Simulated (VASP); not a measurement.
Computed with PBEsol GGA, VASP's PBE PAW potentials (set 64) (plane waves; VASP 6.6.1).

A VASP calculation is set up with these files.

File KPOINTS:
```
Automatic
0
G
 7 7 4
0 0 0
```

### INCAR
```
SYSTEM = MgS
PREC = Accurate; ENCUT = 500; LREAL = F
LASPH = T
EDIFF = 1E-6; NELM = 100; ALGO = Normal
ISMEAR = 0; SIGMA = 0.05
GGA = PS
IBRION = 2; NSW = 40; ISIF = 3
EDIFFG = -0.02; PSTRESS = 100
LWAVE = F; LCHARG = F
```

POSCAR:
```
MgS
1
    3.9427739062     0.0000000000     0.0000000000
   -1.9713869531     3.4145424791     0.0000000000
    0.0000000000     0.0000000000     6.2093350114
Mg S
2 2
Direct
  0.3333330000   0.6666670000   0.9946738735
  0.6666670000   0.3333330000   0.4946738735
  0.3333330000   0.6666670000   0.3803261265
  0.6666670000   0.3333330000   0.8803261265
```

POTCAR, in this order: Mg S (PBE.64 set). Program: vasp_std.

Task: What will the output report for the number of irreducible k-points (NKPTS), largest plane-wave count, number of space-group operations, FFT grid (NGX, NGY, NGZ)?

Result: 
| Quantity | Value |
|---|---|
| number of irreducible k-points (NKPTS) | 24 |
| largest plane-wave count | 2136 |
| number of space-group operations | 12 |
| FFT grid (NGX, NGY, NGZ) | 30 × 30 × 48 |

The structure was generated: MgS was put into the wurtzite type (P6_3mc), which need not be its known phase. This run relaxes it under an external pressure of 10 GPa. Symmetry was kept, so distortions that lower it aren't found.
